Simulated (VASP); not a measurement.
# Driving VASP from ASE on Ti

Do ASE scripts that read Ti from different structure formats give one answer, and do several routes find one equilibrium volume? All runs use r2SCAN. Left out of this account: at least 1 further run (self-consistent run: a reference on another mesh). The start is a computed cell from the Materials Project.

Calculated with VASP 6.6.1; r2SCAN; plane waves and PAW (Ti_sv).

The starting crystal is not the ambient structure of Ti (hexagonal, No. 194); it is a model or a phase of other conditions.

**1. The structure**

Symmetry: P6/mmm, No. 191, hexagonal system. The conventional cell has a = 4.567 Å, b = 4.567 Å, c = 2.826 Å, α = 90.00°, β = 90.00°, γ = 120.00°. Nearest to Ti lie 14 Ti at 2.83 to 2.99 Å. Nearest to Ti lie 11 Ti at 2.64 to 2.99 Å.

Structure file:

```cif
data_structure
_symmetry_space_group_name_H-M 'P6/mmm'
_symmetry_Int_Tables_number 191
_cell_length_a 4.5674
_cell_length_b 4.5674
_cell_length_c 2.8262
_cell_angle_alpha 90.000
_cell_angle_beta 90.000
_cell_angle_gamma 120.000
_cell_volume 51.06
loop_
_atom_site_label
_atom_site_type_symbol
_atom_site_symmetry_multiplicity
_atom_site_Wyckoff_symbol
_atom_site_fract_x
_atom_site_fract_y
_atom_site_fract_z
_atom_site_occupancy
Ti1 Ti 1 a 0.00000 0.00000 0.00000 1
Ti2 Ti 2 d 0.33333 0.66667 0.50000 1
```

**2. A single point (r2SCAN, through ASE)**

A single point through ASE, with the structure typed into the script.

Contents of run.py:

```python
import numpy as np
from ase.calculators.vasp import Vasp
from ase import Atoms
from ase.dft.bandgap import bandgap

atoms = Atoms(['Ti', 'Ti', 'Ti'],
              cell=[[4.56737483, 0.0, 0.0], [-2.28368742, 3.95546263, 0.0], [0.0, 0.0, 2.82624427]],
              scaled_positions=[[0.0, 0.0, 0.0], [0.33333333, 0.66666667, 0.5], [0.66666667, 0.33333333, 0.5]],
              pbc=True)

calc = Vasp(
    xc='r2scan',
    pp='PBE',
    prec='Accurate',
    encut=400,
    ediff=1e-06,
    nelm=100,
    ismear=-1,
    sigma=0.05,
    lreal=False,
    algo='Normal',
    lasph=True,
    nbands=24,
    lorbit=11,
    lwave=False,
    lcharg=False,
    kpar=4,
    isif=2,
    pp_version='64',
    setups={'Ti': '_sv'},
    kpts=(8, 8, 11),
    gamma=True,
    txt='vasp.out',
)
atoms.calc = calc

print("energy (eV):", round(atoms.get_potential_energy(), 6))
print("Fermi level (eV):", round(calc.get_fermi_level(), 4))
print("forces (eV/A):")
print(np.round(atoms.get_forces(), 4))
print("stress (GPa, Voigt, tension positive):", np.round(atoms.get_stress() * 160.21766, 3))
gap, p1, p2 = bandgap(calc, direct=False)
print("gap on the mesh (eV):", round(gap, 4))
```

Potentials, in the order of the species: Ti_sv (PBE family, release 64).

The run is started by

```
export ASE_VASP_COMMAND="mpirun -np 4 vasp_std"
python run.py
```

Output:

```text
energy (eV): -38.87074
Fermi level (eV): 8.5203
forces (eV/A):
[[ 0.  0. -0.]
 [ 0. -0.  0.]
 [ 0.  0. -0.]]
stress (GPa, Voigt, tension positive): [ 0.1    0.1    0.307 -0.    -0.    -0.   ]
gap on the mesh (eV): 0.0
```

Wall time 48 s (4 MPI ranks of Intel Xeon Platinum 8559C (Emerald Rapids), shared host); peak memory 0.64 GiB; 3 min of CPU time.

Lines that name or quote the potential files are left out of all logs, and their timing lines are given in words.

ASE turned this into the INCAR:

```
ENCUT = 400.000000
SIGMA = 0.050000
EDIFF = 1.00e-06
ALGO = Normal
METAGGA = R2SCAN
PREC = Accurate
ISIF = 2
ISMEAR = -1
KPAR = 4
LORBIT = 11
NBANDS = 24
NELM = 100
LASPH = .TRUE.
LCHARG = .FALSE.
LWAVE = .FALSE.
LREAL = .FALSE.
```

ASE turned this into the KPOINTS:

```
KPOINTS created by Atomic Simulation Environment
0
Gamma
8 8 11
0 0 0
```

vasp.out:

```text
[banner, memory and clock lines left out]
running    4 mpi-ranks, on    1 nodes
 distrk:  each k-point on    1 cores,    4 groups
 distr:  one band on    1 cores,    1 groups

 POSCAR found type information on POSCAR Ti
 POSCAR found :  1 types and       3 ions
|                                                                             |
|               ----> ADVICE to this user running VASP <----                  |
|                                                                             |
|     You enforced a specific xc type in the INCAR file but a different       |
|     [... a line on the potential file left out ...]
|     I HOPE YOU KNOW WHAT YOU ARE DOING!                                     |
|                                                                             |

 LDA part: xc-table for (None), standard interpolation
 POSCAR, INCAR and KPOINTS ok, starting setup
 FFT: planning ... GRIDC
 FFT: planning ... GRID_SOFT
 FFT: planning ... GRID
 WAVECAR not read
 entering main loop
       N       E                     dE             d eps       ncg     rms          rms(c)
DAV:   1     0.385594146298E+03    0.38559E+03   -0.16662E+04  2880   0.164E+03
DAV:   2    -0.152401465100E+01   -0.38712E+03   -0.38130E+03  2992   0.504E+02
DAV:   3    -0.480267755388E+02   -0.46503E+02   -0.45526E+02  5536   0.150E+02
DAV:   4    -0.517177985988E+02   -0.36910E+01   -0.36699E+01  4048   0.371E+01
DAV:   5    -0.518900404495E+02   -0.17224E+00   -0.17219E+00  4616   0.711E+00    0.181E+01
DAV:   6    -0.387556929052E+02    0.13134E+02   -0.23737E+01  3576   0.548E+01    0.312E+00
DAV:   7    -0.388352601094E+02   -0.79567E-01   -0.97349E-01  4208   0.745E+00    0.202E+00
DAV:   8    -0.389012176175E+02   -0.65958E-01   -0.42690E-01  4640   0.743E+00    0.213E+00
DAV:   9    -0.388813086455E+02    0.19909E-01   -0.44772E-01  4256   0.479E+00    0.635E-01
DAV:  10    -0.388800816849E+02    0.12270E-02   -0.51927E-02  4368   0.177E+00    0.129E-01
DAV:  11    -0.388804070253E+02   -0.32534E-03   -0.28844E-03  3808   0.480E-01    0.609E-02
DAV:  12    -0.388804354221E+02   -0.28397E-04   -0.17395E-04  4352   0.112E-01    0.402E-02
DAV:  13    -0.388804506353E+02   -0.15213E-04   -0.10938E-04  4112   0.721E-02    0.113E-02
DAV:  14    -0.388804494553E+02    0.11800E-05   -0.10790E-05  4280   0.305E-02    0.100E-02
DAV:  15    -0.388804508504E+02   -0.13952E-05   -0.25939E-06  3536   0.181E-02    0.512E-03
DAV:  16    -0.388804511829E+02   -0.33247E-06   -0.11936E-06  2152   0.102E-02
   1 F= -.38880451E+02 E0= -.38870740E+02  d E =-.194226E-01
```

From OUTCAR (step 2):

```text
ion  position               nearest neighbor table
   1  0.000  0.000  0.000-
   2  0.333  0.667  0.500-   3 2.64   3 2.64   3 2.64
   3  0.667  0.333  0.500-   2 2.64   2 2.64   2 2.64

  LATTYP: Found a hexagonal cell.
 ALAT       =     4.5673748300
 C/A-ratio  =     0.6187896495

 Subroutine GETGRP returns: Found 24 space group operations
 (whereof 24 operations were pure point group operations)

The static configuration has the point symmetry D_6h.

 Found     60 irreducible k-points:

   k-points           NKPTS =     60   k-points in BZ     NKDIM =     60   number of bands    NBANDS=     24

   dimension x,y,z NGX =    30 NGY =   30 NGZ =   18
   dimension x,y,z NGXF=    60 NGYF=   60 NGZF=   36

   ENCUT  =  400.0 eV  29.40 Ry    5.42 a.u.   7.45  7.45  4.61*2*pi/ulx,y,z

   NELECT =      36.0000    total number of electrons

 k-points in reciprocal lattice and weights: KPOINTS created by Atomic Simulation Env
   0.00000000  0.00000000  0.00000000       0.001
   0.12500000  0.00000000  0.00000000       0.009
   0.25000000  0.00000000  0.00000000       0.009
   0.37500000  0.00000000  0.00000000       0.009
   0.50000000  0.00000000  0.00000000       0.004
   0.12500000  0.12500000  0.00000000       0.009
   0.25000000  0.12500000  0.00000000       0.017
   0.37500000  0.12500000  0.00000000       0.017
   0.25000000  0.25000000  0.00000000       0.009
[...]
0.25000000  0.25000000  0.45454545       0.017
   0.37500000  0.25000000  0.45454545       0.017

 average (electrostatic) potential at core
       1 -76.9694       2 -76.6123       3 -76.6123

 E-fermi :   8.5203

 k-point     1 :       0.0000    0.0000    0.0000
  band No.  band energies     occupation
    ...
     15       7.7143      2.00000
     16       7.7143      2.00000
     17       7.7390      2.00000
     18       7.7390      2.00000
     19       8.5401      0.80461
     20       9.3358      0.00000
     21       9.9504      0.00000
     22       9.9504      0.00000
     23      10.4650      0.00000
     24      10.4659      0.00000

 k-point     2 :       0.1250    0.0000    0.0000
  band No.  band energies     occupation
    ...
     14       6.4565      2.00000
     15       7.2572      2.00000
     16       7.5734      2.00000
     17       7.6309      2.00000
     18       8.0765      1.99972
     19       8.7201      0.03614
     20       9.3515      0.00000
     21       9.8141      0.00000
     22      10.0909      0.00000
     23      10.1752      0.00000
    ...

 k-point     3 :       0.2500    0.0000    0.0000
  band No.  band energies     occupation
    ...
     14       6.1779      2.00000
     15       6.6503      2.00000
     16       7.4452      2.00000
     17       7.6269      2.00000
     18       8.5700      0.54077
     19       8.7930      0.00852
     20       9.3141      0.00000
     21       9.4584      0.00000
     22       9.9006      0.00000
     23      10.1441      0.00000
    ...

  Total       -0.0319838     -0.0319838     -0.0978574      0.0000000      0.0000000      0.0000000
  in kB       -1.0036131     -1.0036131     -3.0706521      0.0000000      0.0000000      0.0000000
  external PRESSURE =      -1.6926261 kB  Pullay stress =       0.0000000 kB

  energy-cutoff  :      400.00
  volume of cell :       51.06
      direct lattice vectors                 reciprocal lattice vectors
     4.567374830  0.000000000  0.000000000     0.218944150  0.126407464  0.000000000
    -2.283687420  3.955462630  0.000000000     0.000000000  0.252814928  0.000000000
     0.000000000  0.000000000  2.826244270     0.000000000  0.000000000  0.353826458

 POSITION                                       TOTAL-FORCE (eV/Angst)
 -----------------------------------------------------------------------------------
      0.00000      0.00000      0.00000         0.000000      0.000000     -0.000000
     -0.00000      2.63698      1.41312         0.000000     -0.000000      0.000000
      2.28369      1.31849      1.41312         0.000000      0.000000     -0.000000
 -----------------------------------------------------------------------------------
    total drift:                               -0.000000      0.000000      0.000000

  FREE ENERGIE OF THE ION-ELECTRON SYSTEM (eV)
  ---------------------------------------------------
  free  energy   TOTEN  =       -38.8804511829 eV

  energy  without entropy=      -38.8610285335  energy(sigma->0) =      -38.87073986

 total charge
# of ion       s       p       d       tot
------------------------------------------
    1        2.237   6.162   1.755  10.154
    2        2.243   6.127   1.916  10.286
    3        2.243   6.127   1.916  10.286
--------------------------------------------------
tot          6.722  18.416   5.588  30.726

[... 3 further parts left out ...]
```

The PAW data sets were made with PBE, which is usual practice but a small mismatch for other functionals.

This step gave:

```
SCF cycles                             : 16
electrons                              : 36
bands                                  : 24
irreducible k-points                   : 60
symmetry operations                    : 24
free energy (TOTEN)                    : -38.88 eV
energy at zero smearing                : -38.87 eV
Fermi energy                           : 8.520 eV
pressure                               : -0.1693 GPa
metallic, judged on the points sampled : yes
```

The pressure is -0.17 GPa and the largest force 0.000 eV/Å.

**3. Total energy, forces and stress (r2SCAN, through ASE)**

The single point through ASE, with the structure read from a CIF with its space group. The mesh changes to 6×6×8, so this is no clean test of the format.

Changes to run.py since step 2:

```diff
@@ -2,9 +2,6 @@
 from ase.calculators.vasp import Vasp
-from ase import Atoms
+from ase.io import read
 from ase.dft.bandgap import bandgap
 
-atoms = Atoms(['Ti', 'Ti', 'Ti'],
-              cell=[[4.56737483, 0.0, 0.0], [-2.28368742, 3.95546263, 0.0], [0.0, 0.0, 2.82624427]],
-              scaled_positions=[[0.0, 0.0, 0.0], [0.33333333, 0.66666667, 0.5], [0.66666667, 0.33333333, 0.5]],
-              pbc=True)
+atoms = read('Ti.cif')
 
@@ -30,3 +27,3 @@
     setups={'Ti': '_sv'},
-    kpts=(8, 8, 11),
+    kpts=(6, 6, 8),
     gamma=True,
```

Contents of Ti.cif:

```cif
data_Ti
_cell_length_a 4.56737483
_cell_length_b 4.56737483
_cell_length_c 2.82624427
_cell_angle_alpha 90.00000000
_cell_angle_beta 90.00000000
_cell_angle_gamma 120.00000000
_space_group_name_H-M_alt 'P6/mmm'
_space_group_name_Hall '-P 6 2'
_space_group_IT_number 191
loop_
_space_group_symop_operation_xyz
'x,y,z'
'-x,-y,-z'
'x-y,x,z'
'-x+y,-x,-z'
'-y,x-y,z'
'y,-x+y,-z'
'-x,-y,z'
'x,y,-z'
'-x+y,-x,z'
'x-y,x,-z'
'y,-x+y,z'
'-y,x-y,-z'
'-y,-x,-z'
'y,x,z'
'-x,-x+y,-z'
'x,x-y,z'
'-x+y,y,-z'
'x-y,-y,z'
'y,x,-z'
'-y,-x,z'
'x,x-y,-z'
'-x,-x+y,z'
'x-y,-y,-z'
'-x+y,y,z'
loop_
_atom_site_label
_atom_site_type_symbol
_atom_site_symmetry_multiplicity
_atom_site_Wyckoff_symbol
_atom_site_fract_x
_atom_site_fract_y
_atom_site_fract_z
_atom_site_occupancy
Ti1 Ti 1 a 0.0000000000 0.0000000000 0.0000000000 1
Ti2 Ti 2 d 0.3333333333 0.6666666667 0.5000000000 1
```

Output:

```text
energy (eV): -38.870134
Fermi level (eV): 8.5128
forces (eV/A):
[[ 0.  0.  0.]
 [-0.  0.  0.]
 [ 0. -0.  0.]]
stress (GPa, Voigt, tension positive): [-0.058 -0.058  0.292 -0.     0.    -0.   ]
gap on the mesh (eV): 0.0
```

Elapsed: 35 s, on 4 MPI ranks; peak memory 0.58 GiB; 2.2 min of CPU time.

ASE turned this into the INCAR:

```
ENCUT = 400.000000
SIGMA = 0.050000
EDIFF = 1.00e-06
ALGO = Normal
METAGGA = R2SCAN
PREC = Accurate
ISIF = 2
ISMEAR = -1
KPAR = 4
LORBIT = 11
NBANDS = 24
NELM = 100
LASPH = .TRUE.
LCHARG = .FALSE.
LWAVE = .FALSE.
LREAL = .FALSE.
```

ASE turned this into the KPOINTS:

```
KPOINTS created by Atomic Simulation Environment
0
Gamma
6 6 8
0 0 0
```

vasp.out:

```text
[banner, memory and clock lines left out]
running    4 mpi-ranks, on    1 nodes
 distrk:  each k-point on    1 cores,    4 groups
 distr:  one band on    1 cores,    1 groups

 POSCAR found type information on POSCAR Ti
 POSCAR found :  1 types and       3 ions
 [... a notice as in an earlier step ...]

 LDA part: xc-table for (None), standard interpolation
 POSCAR, INCAR and KPOINTS ok, starting setup
 FFT: planning ... GRIDC
 FFT: planning ... GRID_SOFT
 FFT: planning ... GRID
 WAVECAR not read
 entering main loop
       N       E                     dE             d eps       ncg     rms          rms(c)
DAV:   1     0.384619216833E+03    0.38462E+03   -0.16829E+04  1680   0.163E+03
DAV:   2    -0.188362833912E+01   -0.38650E+03   -0.38070E+03  1720   0.502E+02
DAV:   3    -0.480278802619E+02   -0.46144E+02   -0.45105E+02  3224   0.149E+02
DAV:   4    -0.517261021554E+02   -0.36982E+01   -0.36791E+01  2328   0.366E+01
DAV:   5    -0.518899876368E+02   -0.16389E+00   -0.16383E+00  2688   0.703E+00    0.181E+01
DAV:   6    -0.387582523024E+02    0.13132E+02   -0.23737E+01  2104   0.548E+01    0.314E+00
DAV:   7    -0.388375564348E+02   -0.79304E-01   -0.10231E+00  2392   0.791E+00    0.209E+00
DAV:   8    -0.388896071866E+02   -0.52051E-01   -0.46990E-01  2640   0.787E+00    0.220E+00
DAV:   9    -0.388796697291E+02    0.99375E-02   -0.44100E-01  2544   0.482E+00    0.654E-01
DAV:  10    -0.388780885831E+02    0.15811E-02   -0.57394E-02  2528   0.191E+00    0.133E-01
DAV:  11    -0.388784279671E+02   -0.33938E-03   -0.31204E-03  2352   0.482E-01    0.609E-02
DAV:  12    -0.388784599123E+02   -0.31945E-04   -0.17051E-04  2528   0.127E-01    0.368E-02
DAV:  13    -0.388784745968E+02   -0.14685E-04   -0.86138E-05  2376   0.617E-02    0.120E-02
DAV:  14    -0.388784748869E+02   -0.29004E-06   -0.11033E-05  2456   0.257E-02    0.973E-03
DAV:  15    -0.388784762934E+02   -0.14065E-05   -0.38419E-06  2168   0.232E-02    0.424E-03
DAV:  16    -0.388784760649E+02    0.22847E-06   -0.83278E-07  1080   0.965E-03
   1 F= -.38878476E+02 E0= -.38870134E+02  d E =-.166839E-01
```

Parts of OUTCAR (step 3):

```text
The static configuration has the point symmetry D_6h.

 Found     35 irreducible k-points:

   k-points           NKPTS =     35   k-points in BZ     NKDIM =     35   number of bands    NBANDS=     24

   NELECT =      36.0000    total number of electrons

 E-fermi :   8.5128

 k-point     1 :       0.0000    0.0000    0.0000
  band No.  band energies     occupation
    ...
     15       7.7095      2.00000
     16       7.7095      2.00000
     17       7.7387      2.00000
     18       7.7387      2.00000
     19       8.5345      0.78579
     20       9.3310      0.00000
     21       9.9446      0.00000
     22       9.9446      0.00000
     23      10.4614      0.00000
     24      10.4638      0.00000

 k-point     2 :       0.1667   -0.0000    0.0000
  band No.  band energies     occupation
    ...
     14       6.4055      2.00000
     15       7.0690      2.00000
     16       7.5192      2.00000
     17       7.5654      2.00000
     18       8.2277      1.99334
     19       8.7723      0.01108
     20       9.3452      0.00000
     21       9.7088      0.00000
     22      10.0663      0.00000
     23      10.1709      0.00000
    ...

  Total        0.0184338      0.0184338     -0.0930136      0.0000000      0.0000000     -0.0000000
  in kB        0.5784298      0.5784298     -2.9186592      0.0000000      0.0000000     -0.0000000
  external PRESSURE =      -0.5872665 kB  Pullay stress =       0.0000000 kB

  energy-cutoff  :      400.00
  volume of cell :       51.06
      direct lattice vectors                 reciprocal lattice vectors
     4.567374830  0.000000000  0.000000000     0.218944150  0.126407464  0.000000000
    -2.283687415  3.955462631  0.000000000     0.000000000  0.252814928  0.000000000
     0.000000000  0.000000000  2.826244270     0.000000000  0.000000000  0.353826458

 POSITION                                       TOTAL-FORCE (eV/Angst)
 -----------------------------------------------------------------------------------
      0.00000      0.00000      0.00000         0.000000      0.000000      0.000000
     -0.00000      2.63698      1.41312        -0.000000      0.000000      0.000000
      2.28369      1.31849      1.41312         0.000000     -0.000000      0.000000
 -----------------------------------------------------------------------------------
    total drift:                               -0.000000      0.000000      0.000000

  FREE ENERGIE OF THE ION-ELECTRON SYSTEM (eV)
  ---------------------------------------------------
  free  energy   TOTEN  =       -38.8784760649 eV

  energy  without entropy=      -38.8617921789  energy(sigma->0) =      -38.87013412

 total charge
# of ion       s       p       d       tot
------------------------------------------
    1        2.237   6.164   1.752  10.153
    2        2.242   6.129   1.913  10.284
    3        2.242   6.129   1.913  10.284
--------------------------------------------------
tot          6.722  18.421   5.578  30.720

[... 5 parts as in an earlier step ...]

[... 6 further parts left out ...]
```

The k-mesh is coarse for a metal.

Numbers from this step:

```
irreducible k-points : 35
Fermi energy         : 8.513 eV
pressure             : -0.05873 GPa
```

The energy lies +0.20 meV an atom from the first script, on another mesh.

[end of part 1 of 3]

[Lines on the potential files, build, host, timing and source positions are cut from VASP's logs without a mark.]

[Logs are printed without paths, hosts, clocks, repeated set-up lines and the standing remarks that a program may print on its own settings, such as how far it seeks lower states.]

[Hosts, paths, dates, database ids (printed as entryN), source tags and the programs' standing remarks are cut or masked in the printed files.]

[A measured line is paired with the nearest computed mode of its activity, which favours agreement.]

[In band tables of VASP the shares of atoms and orbitals are scaled to a sum of 1 inside the atoms' spheres.]
